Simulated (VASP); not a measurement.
## Mg₂Ge (antifluorite): computed properties

These are PBE GGA, VASP's PBE PAW potentials (set 64) (plane waves; VASP 6.6.1) values and carry that method's errors.

For Mg2Ge, the space group is Fm-3m (225) and the cell comes out as a = 6.4070 Å, b = 6.4070 Å, c = 6.4070 Å, α = 90.00°, β = 90.00°, γ = 90.00°. The volume per atom is 21.92 Å³/atom and the band gap (over mesh and band path) is 0.15 eV. The smallest direct gap (over mesh and band path) is 0.98 eV and the band-edge character without spin-orbit coupling is indirect, Γ to X. The band gap with spin-orbit coupling is 0.09 eV. The density is 3.06 g/cm³ and the optical Γ-point spectrum is 211 (×3), 250 (×3) cm⁻¹.

```xyz
3
Lattice="0.0000 3.2035 3.2035 3.2035 0.0000 3.2035 3.2035 3.2035 0.0000" Properties=species:S:1:pos:R:3 pbc="T T T"
Mg     1.6017     1.6017     1.6017
Mg     4.8052     4.8052     4.8052
Ge     3.2035     6.4070     3.2035
```

Measured: gap 0.74 eV (computed value off by -0.59 eV), as given by Byungki Ryu et al., Journal of the Korean Physical Society (2019), arXiv:1905.06140; a 6.385 Å (computed value off by +0.3 %), as given by Grosch, Range, J. Alloys Compd. 235, 250 (1996). The calculation is for a static lattice, while the measured a holds thermal and zero-point effects, which are part of the difference.

The compound is Mg2Ge in the antifluorite structure. It was relaxed first. Symmetry was kept, so distortions that lower it aren't found.
